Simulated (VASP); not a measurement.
These are LDA (Ceperley-Alder, Perdew-Zunger), VASP's LDA PAW potentials (set 64) (plane waves; VASP 6.6.1) values and carry that method's errors.

VASP input:

### POSCAR
```
HfC
1
    0.0000000000     2.2742385551     2.2742385551
    2.2742385551    -0.0000000000     2.2742385551
    2.2742385551     2.2742385551     0.0000000000
Hf C
1 1
Direct
  0.0000000000   0.0000000000   0.0000000000
  0.5000000000   0.5000000000   0.5000000000
```

### INCAR
```
# general
SYSTEM  = HfC
PREC    = Accurate
ENCUT   = 620
LREAL   = .FALSE.
LASPH   = .TRUE.   # aspherical one-centre terms

# electronic loop
EDIFF   = 1E-6
NELM    = 100
ALGO    = Normal
LMAXMIX = 6   # l cut-off of mixed one-centre charges

# smearing
ISMEAR  = 1   # Methfessel-Paxton
SIGMA   = 0.1   # width (eV)

# ions
IBRION  = 2   # conjugate gradients
NSW     = 40   # most ionic steps
ISIF    = 3   # ions, shape and volume
EDIFFG  = -0.02   # ionic stop
PSTRESS = 50   # kbar

# output
LWAVE   = .FALSE.
LCHARG  = .FALSE.
```

File KPOINTS:
```
K-points
0
gamma
14 14 14
```

POTCAR, in this order: Hf_pv C (LDA.64 set). Program: vasp_std.

The run wrote:

OSZICAR:
```
       N       E                     dE             d eps       ncg     rms          rms(c)
DAV:   1     0.272828957142E+02    0.27283E+02   -0.86675E+03  2296   0.140E+03
DAV:   2    -0.241718482012E+02   -0.51455E+02   -0.48267E+02  3050   0.235E+02
DAV:   3    -0.259955549946E+02   -0.18237E+01   -0.18035E+01  2896   0.332E+01
DAV:   4    -0.260117454738E+02   -0.16190E-01   -0.16159E-01  2724   0.336E+00
DAV:   5    -0.260119527022E+02   -0.20723E-03   -0.20720E-03  2983   0.322E-01    0.656E+01
DAV:   6    -0.229962803874E+02    0.30157E+01   -0.19951E+01  2522   0.233E+01    0.456E+01
DAV:   7    -0.229095297015E+02    0.86751E-01   -0.67291E-01  2616   0.612E+00    0.253E+01
DAV:   8    -0.228941391867E+02    0.15391E-01   -0.43006E-02  2492   0.199E+00    0.497E+00
DAV:   9    -0.228900099246E+02    0.41293E-02   -0.22174E-02  2603   0.862E-01    0.194E+00
DAV:  10    -0.228897078732E+02    0.30205E-03   -0.93132E-04  2733   0.252E-01    0.377E-01
DAV:  11    -0.228896947956E+02    0.13078E-04   -0.12764E-04  2652   0.853E-02    0.118E-02
DAV:  12    -0.228896940726E+02    0.72301E-06   -0.27760E-06  2522   0.167E-02
   1 F= -.22155523E+02 E0= -.22155468E+02  d E =-.221555E+02
```

### OUTCAR
```
------------------------ aborting loop because EDIFF is reached ----------------------------------------
  FORCE on cell =-STRESS in cart. coord.  units (eV):
  Direction    XX          YY          ZZ          XY          YZ          ZX
  --------------------------------------------------------------------------------------
  Total        0.7231583      0.7231583      0.7231583     -0.0000000      0.0000000     -0.0000000
  in kB       49.2499631     49.2499631     49.2499631     -0.0000000      0.0000000     -0.0000000
  external PRESSURE =      -0.7500369 kB  Pullay stress =      50.0000000 kB
  volume of cell :       23.53
      direct lattice vectors                 reciprocal lattice vectors
     0.000000000  2.274238555  2.274238555    -0.219853805  0.219853805  0.219853805
     2.274238555  0.000000000  2.274238555     0.219853805 -0.219853805  0.219853805
     2.274238555  2.274238555  0.000000000     0.219853805  0.219853805 -0.219853805
 POSITION                                       TOTAL-FORCE (eV/Angst)
 -----------------------------------------------------------------------------------
      0.00000      0.00000      0.00000        -0.000000     -0.000000     -0.000000
      2.27424      2.27424      2.27424         0.000000      0.000000      0.000000
 -----------------------------------------------------------------------------------
    total drift:                                0.000000      0.000000      0.000000
  FREE ENERGIE OF THE ION-ELECTRON SYSTEM (eV)
  ---------------------------------------------------
  free  energy   TOTEN  =       -22.8896940726 eV

  energy  without entropy=      -22.8895301764  energy(sigma->0) =      -22.88963944
  enthalpy is  TOTEN    =       -22.1555226578 eV   P V=        0.7341714148

 reached required accuracy - stopping structural energy minimisation
```
(Selected blocks of OUTCAR.)

OUTCAR:
```
 val. band max:        6.3784617190   @ k =   0.3571   0.2857   0.0000

 cond. band min:       6.4098046318   @ k =   0.5000   0.5000   0.0000


 Fermi energy:         6.3843073706

 k-point     1 :       0.0000    0.0000    0.0000
  band No.  band energies     occupation
      1     -22.7010      2.00000
      2     -22.7010      2.00000
      3     -22.7010      2.00000
      4      -6.0922      2.00000
      5       7.4418     -0.00000
      6       7.4418     -0.00000
      7       7.4418     -0.00000
      8       7.6988     -0.00000
      9       7.6988     -0.00000
     10       7.6988     -0.00000
     11       9.9115      0.00000

 k-point     2 :       0.0714    0.0000    0.0000
  band No.  band energies     occupation
      1     -22.7488      2.00000
      2     -22.7054      2.00000
      3     -22.7054      2.00000
      4      -5.9474      2.00000
      5       6.4712     -0.01127
      6       6.7502     -0.00000
      7       6.7502     -0.00000
      8       7.9936     -0.00000
      9       7.9936     -0.00000
     10       8.3628     -0.00000
     11      10.5967      0.00000

 k-point     3 :       0.1429    0.0000    0.0000
  band No.  band energies     occupation
      1     -22.8800      2.00000
      2     -22.7176      2.00000
      3     -22.7176      2.00000
      4      -5.5304      2.00000
      5       5.2104      2.00000
      6       5.7657      2.00000
      7       5.7657      2.00000
      8       8.4380      0.00000
      9       8.4380      0.00000
     10       8.8628      0.00000
     11      11.9845      0.00000

 k-point     4 :       0.2143    0.0000    0.0000
  band No.  band energies     occupation
      1     -23.0638      2.00000
      2     -22.7352      2.00000
      3     -22.7352      2.00000
      4      -4.8879      2.00000
      5       3.9097      2.00000
      6       4.8637      2.00000
      7       4.8637      2.00000
      8       9.0935      0.00000
      9       9.0935      0.00000
...
```

Unless said otherwise, spin-orbit coupling is left out, though it shifts the bands of the heavy elements here.

The compound is HfC in the rock salt structure. It was relaxed first under an external pressure of 5 GPa.
